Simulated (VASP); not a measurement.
A convergence study with VASP on HgTe (space group no. 216 when undisturbed): a few settings are varied, all else stays as given below, so the limit is that of these other settings. One atom is moved off its site, so that forces are finite.

```yaml
crystal:
  lattice:
    - [0.00000, 3.21385, 3.21385]
    - [3.21385, 0.00000, 3.21385]
    - [3.21385, 3.21385, 0.00000]
  atoms:
    - { symbol: Hg, position: [0.00449, 0.00449, 0.00449] }
    - { symbol: Te, position: [0.25000, 0.25000, 0.25000] }
```

These are PBEsol GGA, VASP's PBE PAW potentials (set 64) (plane waves; VASP 6.6.1) values and carry that method's errors. The last row used: 300 eV cut-off, 17×17×17 Γ-centred mesh shifted by (0.5, 0.5, 0.5), Fermi-Dirac smearing of 0.010 eV, potentials Hg Te.

Unless said otherwise, spin-orbit coupling is left out, though it shifts the bands of the heavy elements here. Gaps are read on the run's mesh, which can miss a band edge.

```json
[
 {"setting": "2×2×2 mesh", "E (eV/atom)": "-2.1252", "pressure (GPa)": "2.10", "largest force (eV/Å)": "0.225", "gap on the mesh (eV)": "1.301", "irreducible k-points": "5"},
 {"setting": "3×3×3 mesh", "E (eV/atom)": "-2.1716", "pressure (GPa)": "1.74", "largest force (eV/Å)": "0.231", "gap on the mesh (eV)": "0.867", "irreducible k-points": "16"},
 {"setting": "4×4×4 mesh", "E (eV/atom)": "-2.1771", "pressure (GPa)": "1.70", "largest force (eV/Å)": "0.233", "gap on the mesh (eV)": "0.795", "irreducible k-points": "30"},
 {"setting": "5×5×5 mesh", "E (eV/atom)": "-2.1784", "pressure (GPa)": "1.69", "largest force (eV/Å)": "0.233", "gap on the mesh (eV)": "0.622", "irreducible k-points": "58"},
 {"setting": "6×6×6 mesh", "E (eV/atom)": "[?]", "pressure (GPa)": "1.68", "largest force (eV/Å)": "0.233", "gap on the mesh (eV)": "[?]", "irreducible k-points": "91"},
 {"setting": "7×7×7 mesh", "E (eV/atom)": "-2.1788", "pressure (GPa)": "1.68", "largest force (eV/Å)": "0.233", "gap on the mesh (eV)": "0.403", "irreducible k-points": "144"},
 {"setting": "8×8×8 mesh", "E (eV/atom)": "-2.1789", "pressure (GPa)": "1.68", "largest force (eV/Å)": "0.233", "gap on the mesh (eV)": "0.328", "irreducible k-points": "204"},
 {"setting": "9×9×9 mesh", "E (eV/atom)": "-2.1789", "pressure (GPa)": "1.68", "largest force (eV/Å)": "0.233", "gap on the mesh (eV)": "0.269", "irreducible k-points": "290"},
 {"setting": "10×10×10 mesh", "E (eV/atom)": "-2.1789", "pressure (GPa)": "1.68", "largest force (eV/Å)": "0.233", "gap on the mesh (eV)": "0.224", "irreducible k-points": "385"},
 {"setting": "12×12×12 mesh", "E (eV/atom)": "-2.1789", "pressure (GPa)": "1.68", "largest force (eV/Å)": "0.233", "gap on the mesh (eV)": "0.157", "irreducible k-points": "650"},
 {"setting": "13×13×13 mesh", "E (eV/atom)": "-2.1789", "pressure (GPa)": "1.68", "largest force (eV/Å)": "0.233", "gap on the mesh (eV)": "[?]", "irreducible k-points": "826"},
 {"setting": "14×14×14 mesh", "E (eV/atom)": "-2.1789", "pressure (GPa)": "1.68", "largest force (eV/Å)": "0.234", "gap on the mesh (eV)": "0.112", "irreducible k-points": "1015"},
 {"setting": "16×16×16 mesh", "E (eV/atom)": "-2.1789", "pressure (GPa)": "1.68", "largest force (eV/Å)": "0.233", "gap on the mesh (eV)": "0.081", "irreducible k-points": "1496"},
 {"setting": "17×17×17 mesh", "E (eV/atom)": "-2.1789", "pressure (GPa)": "1.68", "largest force (eV/Å)": "0.233", "gap on the mesh (eV)": "0.069", "irreducible k-points": "1794"}
]
```

Q: Fill in the missing entries.

A: 
- 13×13×13 mesh, gap on the mesh (eV): 0.133
- 6×6×6 mesh, E (eV/atom): -2.1787
- 6×6×6 mesh, gap on the mesh (eV): 0.497

Left out are rungs that failed or repeat a setting and relaxations that didn't move; long series are thinned to 24 rows.

The structure is a typed HgTe crystal (space group no. 216). The cell was not relaxed at this level, it is distorted from the ideal structure.
